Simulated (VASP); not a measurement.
Consider the following.

```
Be3ZnO4
1.0
    2.91736    -4.91051    -0.00795
    1.39697     2.41963     0.00000
   -0.00626     0.00361     4.62016
Zn Be O
1 3 4
Direct
  0.34084   0.34084   0.50857
  0.15712   0.65712   0.00908
  0.83474   0.33474   0.49205
  0.67658   0.67658   0.00026
  0.33654   0.33654   0.92529
  0.12425   0.62425   0.35267
  0.83211   0.33211   0.86357
  0.69783   0.69783   0.36051
```

Level of theory: PBEsol GGA, VASP's PBE PAW potentials (set 64) (plane waves; VASP 6.6.1). Numerical set-up: 520 eV cut-off, Gaussian smearing of 0.050 eV, potentials Zn Be O.

Give the energies of bands 11 to 24 at the high-symmetry points, in eV from the valence-band maximum.

```tsv
band	Γ	Z	D	B	A	E	C2	Y2
11	-4.60	-4.88	-4.65	-4.61	-4.24	-5.03	-4.72	-4.34
12	-4.58	-4.63	-4.49	-4.26	-3.75	-4.23	-4.40	-4.21
13	-3.66	-4.38	-4.44	-3.63	-3.51	-3.97	-4.08	-3.41
14	-3.34	-3.99	-3.59	-3.20	-3.06	-3.12	-3.48	-2.86
15	-2.82	-3.94	-3.54	-2.80	-2.62	-2.93	-3.47	-2.62
16	-2.03	-3.26	-3.17	-2.40	-2.32	-2.76	-3.08	-2.53
17	-1.86	-2.87	-3.14	-2.22	-2.27	-2.69	-3.03	-1.82
18	-1.53	-2.39	-2.45	-1.54	-2.10	-2.69	-2.73	-1.60
19	-0.93	-2.17	-2.37	-1.50	-2.08	-1.76	-2.33	-1.58
20	-0.54	-2.08	-1.54	-1.24	-1.22	-1.38	-2.22	-0.77
21	0.00	-1.98	-0.91	-0.18	-0.45	-1.18	-0.77	-0.17
22	3.63	7.00	6.83	5.17	5.61	5.97	6.86	5.19
23	7.79	8.06	7.85	6.70	7.08	6.43	7.97	6.58
24	8.18	8.98	7.88	9.39	7.86	7.30	8.62	7.46
```

The gap is direct, 3.63 eV, from the valence maximum at Γ to the conduction minimum at Γ.

The structure was generated: Be3ZnO4 was put into an ordered model structure (Pm), which need not be its known phase. It was relaxed first.
